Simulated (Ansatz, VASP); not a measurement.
# Hf3Si8O22: VASP beside Ansatz, part 2 of 2

Wanted: the spread between two codes on one cell, functional and k mesh. Of the first pair: The structure shown is the start of the Ansatz relaxation below; VASP solves that cell, so the two are compared at the walk's first step.

VASP 6.6.1 and Ansatz 0.2.0.

So far. Step 3 (VASP: single point, PBE, start cell, pair 1): The run ends at a pressure of 3.09 GPa, with forces up to 4.0 eV/Å.

**5. Ansatz: relaxation, PBE**

Level of this step: Ansatz beside VASP: Kohn-Sham DFT, plane waves, PBE (Ansatz).

This run makes the geometry at which the two programs are then compared. The cell compared in this pair holds 460.83 Å³, against 436.40 Å³ for the pair before.

The structure compared here is the end of the Ansatz relaxation.

File input.yaml:

```yaml
crystal:
  lattice:
    - [7.5851266758, 0.0, 0.0]
    - [0.0, 7.5851266758, 0.0]
    - [0.0, 0.0, 7.5851266758]
  atoms:
    - { symbol: Hf, position: [0.074898, 0.074846, 0.196782] }
    - { symbol: Hf, position: [0.447926, 0.965321, 0.407911] }
    - { symbol: Hf, position: [0.09375, 0.648274, 0.127924] }
    - { symbol: Si, position: [0.411371, 0.714852, 0.783022] }
    - { symbol: Si, position: [0.913196, 0.236591, 0.813948] }
    - { symbol: Si, position: [0.68137, 0.536831, 0.242827] }
    - { symbol: Si, position: [0.961847, 0.517716, 0.528861] }
    - { symbol: Si, position: [0.505203, 0.312491, 0.718483] }
    - { symbol: Si, position: [0.893412, 0.927401, 0.583574] }
    - { symbol: Si, position: [0.694306, 0.862439, 0.068834] }
    - { symbol: Si, position: [0.480474, 0.223102, 0.091926] }
    - { symbol: O, position: [0.915086, 0.025314, 0.768481] }
    - { symbol: O, position: [0.090596, 0.512941, 0.362996] }
    - { symbol: O, position: [0.468707, 0.521433, 0.709678] }
    - { symbol: O, position: [0.407335, 0.226295, 0.897516] }
    - { symbol: O, position: [0.705551, 0.279718, 0.793864] }
    - { symbol: O, position: [0.837229, 0.558285, 0.101479] }
    - { symbol: O, position: [0.00103, 0.244448, 0.00278] }
    - { symbol: O, position: [0.357259, 0.847401, 0.634812] }
    - { symbol: O, position: [0.764902, 0.484171, 0.428183] }
    - { symbol: O, position: [0.905134, 0.876432, 0.112769] }
    - { symbol: O, position: [0.627035, 0.063444, 0.119759] }
    - { symbol: O, position: [0.33203, 0.152288, 0.218081] }
    - { symbol: O, position: [0.700099, 0.942738, 0.510163] }
    - { symbol: O, position: [0.004824, 0.043659, 0.449427] }
    - { symbol: O, position: [0.607249, 0.746149, 0.237861] }
    - { symbol: O, position: [0.235729, 0.845953, 0.250261] }
    - { symbol: O, position: [0.947104, 0.718328, 0.594531] }
    - { symbol: O, position: [0.462352, 0.210227, 0.548401] }
    - { symbol: O, position: [0.997202, 0.374263, 0.676058] }
    - { symbol: O, position: [0.545283, 0.407579, 0.160627] }
    - { symbol: O, position: [0.254401, 0.673191, 0.917429] }
    - { symbol: O, position: [0.590012, 0.789601, 0.901627] }
  symmetry: { detect: false }
kpoints:
  mp_grid: { grid: [2, 2, 2] }
scf:
  occupations: { method: fermi_dirac, width: 0.05 }
hamiltonian:
  xc: pbe
  pseudopotentials: { kind: paw, azcp: { folder: soft_1 } }
output:
  forces: true
  stress: true
relax:
  f_tol: 0.04
  max_steps: 150
  escape_saddle: false
  cell: { stress_tol: 0.4, fix: [] }
```

Command:

```bash
> ansatz run input.yaml --threads 4 --pin off --max-ram 16384MiB --backend cpu --events-out ev --progress --plain --runs-dir out
```

Numbers of over 12 decimals in the logs are rounded to 6 here.

The log of the run:

```text
[...]
Crystal: 33 atoms, lattice volume = 436.404 Å³
Basis set: ecut = 420 eV, 8409 PW (Γ), exchange–correlation on 108×108×108 points (8 copies of the dense FFT grid, shifted against one another)
Bands: 154, of which v1, the nominal top of the filled ones, is band 121 counted from 1 (120 counted from 0)
Symmetry: 1 space group operations
k-points: 8
[...]
- { symbol: O, position: [0.902920, 0.515966, 0.117930] }
    - { symbol: O, position: [-0.0047394, 0.216597, -0.028016] }
    - { symbol: O, position: [0.327607, 0.838964, 0.668587] }
[...]
- { symbol: O, position: [1.012536, 0.413785, 0.689809] }
    - { symbol: O, position: [0.589681, 0.368064, 0.162766] }
    - { symbol: O, position: [0.282046, 0.664441, 0.971883] }
    - { symbol: O, position: [0.606673, 0.785455, 0.887147] }
[key lines of the parts left out:]
SCF converged after 4 iterations
Free energy (F): -64776.262234 eV
Fermi energy:    6.256004 eV
P = ⅓ Tr σ = 0.0042 GPa (0.042 kbar)
```

**6. VASP: single point, PBE, relaxed cell, pair 2**

The same cell, functional, mesh and smearing now go to VASP, with its own data sets.

File INCAR:

```
SYSTEM = Hf3Si8O22
PREC = Accurate
ENCUT = 600
EDIFF = 1E-06
NELM = 120
ISMEAR = -1
SIGMA = 0.05
LREAL = Auto
ALGO = Normal
GGA = PE
NBANDS = 120
LASPH = .TRUE.
LORBIT = 11
LWAVE = .FALSE.
LCHARG = .FALSE.
ISIF = 2
GGA_COMPAT = .FALSE.
EFERMI = MIDGAP
KPAR = 4
```

File POSCAR:

```
Hf3Si8O22
1.0
    7.4496790270     -0.0185349559     -0.3243736379
   -0.0185349559      7.7338196441      0.2539708190
   -0.3243736379      0.2539708190      8.0209728468
Hf Si O
3 8 22
Direct
    0.0668496718      0.0736688448      0.1764758364
    0.3933670367      0.9894076173      0.4779349589
    0.1244235499      0.6582367550      0.1612061975
    0.4096735584      0.7005265124      0.8169163326
    0.9096021802      0.2481311629      0.7804869993
    0.7320184260      0.5090233660      0.2300014663
    0.9761658483      0.5470152164      0.5230853679
    0.4798419074      0.3143474688      0.7421564109
    0.8662514200      0.9510544407      0.5381697386
    0.6950724029      0.8449893131      0.0663280584
    0.4848783468      0.1990818896      0.1008964782
    0.9291689351      0.0590836651      0.7005788607
    0.1350010873      0.5446998028      0.3956307837
    0.4426809382      0.5216594725      0.7272640159
    0.3926481957      0.2286063834      0.9115521655
    0.6961388276      0.2889509397      0.7741270005
    0.9029197504      0.5159661144      0.1179295904
    0.9952605995      0.2165965802      0.9719841965
    0.3276068209      0.8389642908      0.6685866074
    0.7894194598      0.4697585957      0.4284889617
    0.9221276107      0.8591803577      0.0829092551
    0.6241128212      0.0344400432      0.1115975322
    0.3260274460      0.1695911392      0.2299415765
    0.6484860607      0.9486746683      0.4931156956
    0.9530898921      0.0674013290      0.3850023400
    0.6375521957      0.7024526054      0.2112295966
    0.2296010669      0.8680687316      0.2758892983
    0.9386909916      0.7503693984      0.5653477625
    0.3942892046      0.2120303088      0.5844369622
    0.0125356453      0.4137851525      0.6898091183
    0.5896813513      0.3680635075      0.1627661863
    0.2820458093      0.6644410320      0.9718829334
    0.6066729417      0.7854552947      0.8871467158
```

File KPOINTS:

```
Automatic mesh
0
Gamma
2 2 2
0 0 0
```

The projector-augmented-wave data sets are Hf_pv, Si and O (PBE family, release 64).

Command:

```bash
> mpirun -np 4 vasp_std
```

The log of the run:

```text
[... set-up lines as in an earlier step ...]
 entering main loop
       N       E                     dE             d eps       ncg     rms          rms(c)
DAV:   1     0.142675997471E+04    0.14268E+04   -0.11165E+05  1920   0.169E+03
DAV:   2    -0.199436706476E+03   -0.16262E+04   -0.15809E+04  2368   0.389E+02
DAV:   3    -0.318384463458E+03   -0.11895E+03   -0.11831E+03  2168   0.106E+02
DAV:   4    -0.320661868394E+03   -0.22774E+01   -0.22676E+01  2320   0.154E+01
[...]
DAV:  16    -0.277215676968E+03   -0.55158E-05   -0.17112E-05  1992   0.146E-02    0.705E-03
DAV:  17    -0.277215678783E+03   -0.18151E-05   -0.25674E-06  1616   0.604E-03    0.549E-03
DAV:  18    -0.277215678852E+03   -0.68576E-07   -0.10030E-06  1464   0.436E-03
   1 F= -.27721568E+03 E0= -.27721568E+03  d E =-.270159E-19
```

OUTCAR, selected parts (step 6):

```text
  Total       -2.1676732     -2.1051277     -1.8183218     -0.1229828      0.1801256     -0.1735785
  in kB       -7.5363921     -7.3189389     -6.3217950     -0.4275766      0.6262461     -0.6034836
  external PRESSURE =      -7.0590420 kB  Pullay stress =       0.0000000 kB

 POSITION                                       TOTAL-FORCE (eV/Angst)
 -----------------------------------------------------------------------------------
      0.43940      0.61332      1.41253         0.026310     -0.055062     -0.000326
      2.75709      7.76599      3.95719         0.030316      0.018791      0.096122
      0.86242      5.12932      1.41984        -0.044424      0.041331      0.038039
      2.77397      5.61763      6.59749         0.010132     -0.000114     -0.040843
      6.51848      2.10036      6.02823         0.004927      0.010706     -0.004152
      5.36926      3.98154      1.73667        -0.081478     -0.049955      0.005846
      7.09231      4.34527      4.01794        -0.002175      0.024178      0.054138
      3.32811      2.61070      5.87700        -0.006990      0.022755     -0.021677
      6.26110      7.47591      4.27720         0.006594     -0.028291      0.029133
      5.14089      6.53896      0.52116         0.016297      0.052569     -0.009952
      3.57577      1.55630      0.70257         0.034826      0.010868      0.025533
      6.69367      0.61765      5.33293        -0.006284      0.018391     -0.001856
      0.86729      4.31059      3.26789         0.024500      0.066017     -0.184195
      3.05226      4.21092      5.82226         0.000531     -0.006293      0.022906
[...]
-----------------------------------------------------------------------------------
    total drift:                                0.004184      0.002199     -0.004556

  FREE ENERGIE OF THE ION-ELECTRON SYSTEM (eV)
  ---------------------------------------------------
  free  energy   TOTEN  =      -277.2156788519 eV

  energy  without entropy=     -277.2156788519  energy(sigma->0) =     -277.21567885

[... 1 part as in an earlier step ...]

[... 2 further parts left out ...]
[key lines of the parts left out:]
E-fermi :   3.0463
```

The run ends at a pressure of -0.71 GPa, with forces up to 0.24 eV/Å.

**7. Side by side**

What differs besides the data sets and the points named for the pairs above, as far as they apply: the data sets hold 242 valence electrons in Ansatz (on its PAW soft_1 files) and 194 in VASP; the cutoff is 420 eV in Ansatz and 600 eV in VASP (PREC = Accurate, projectors in real space); Ansatz's pressure holds a Pulay correction, VASP's none. Total energies have different zeros and are not compared.

Compared:

| quantity | Ansatz | VASP | difference |
| --- | --- | --- | --- |
| pressure (GPa) | 0.00 | -0.71 | +0.71 |
| gap on the k mesh (eV) | 4.466 | 4.448 | +0.018 |

Forces on 7 of the 33 atoms, those with the largest forces and the largest differences (eV/Å; atoms numbered as in POSCAR):

| atom | Ansatz x, y, z | VASP x, y, z |
| --- | --- | --- |
| O17 | 0.000, 0.003, -0.003 | 0.187, 0.101, -0.004 |
| O18 | 0.002, -0.002, 0.012 | 0.058, -0.112, 0.208 |
| O19 | 0.006, 0.005, -0.009 | 0.053, 0.131, -0.174 |
| O24 | -0.004, 0.003, -0.003 | -0.200, 0.037, -0.008 |
| O25 | 0.000, 0.004, -0.005 | 0.107, 0.001, -0.176 |
| O29 | 0.001, -0.002, -0.002 | 0.000, -0.186, -0.105 |
| O32 | -0.002, -0.001, 0.002 | -0.126, 0.003, 0.163 |

The forces differ by 68 meV/Å r.m.s., where the r.m.s. force is 0.004 eV/Å in Ansatz and 0.070 eV/Å in VASP: the atoms lie near their places of rest in Ansatz, so a percentage would say little (all taken over all components). A gap on the mesh is an upper bound, since the band edges may lie between its points; neither run holds spin-orbit coupling, which can move the band edges of a compound of Hf.

**8. Results**

* r.m.s. force difference (single point, PBE, start cell, pair 1): 5.6 % of the r.m.s. force
* r.m.s. force difference (single point, PBE, relaxed cell, pair 2): 68 meV/Å
* difference in pressure (single point, PBE, relaxed cell, pair 2): 0.71 GPa

In words: The r.m.s. force difference is 68 meV/Å (single point, PBE, relaxed cell, pair 2), beyond the 12 meV/Å picked in this series as the mark of a large difference. The data sets hold unlike numbers of valence electrons (242 in Ansatz and 194 in VASP), so part of the differences comes from the potentials. What causes the difference of the single point, PBE, start cell, pair 1 pair stays open here. What causes the difference of the single point, PBE, relaxed cell, pair 2 pair stays open here. Such differences can come from data sets, numerical settings and the points named under the comparisons, not from the functional's error against experiment.

[Lines on the potential files, build, host, timing and source positions are cut from VASP's logs without a mark.]

[Logs are printed without paths, hosts, clocks, repeated set-up lines and the standing remarks that a program may print on its own settings, such as how far it seeks lower states.]

[Hosts, paths, dates, database ids (printed as entryN), source tags and the programs' standing remarks are cut or masked in the printed files.]
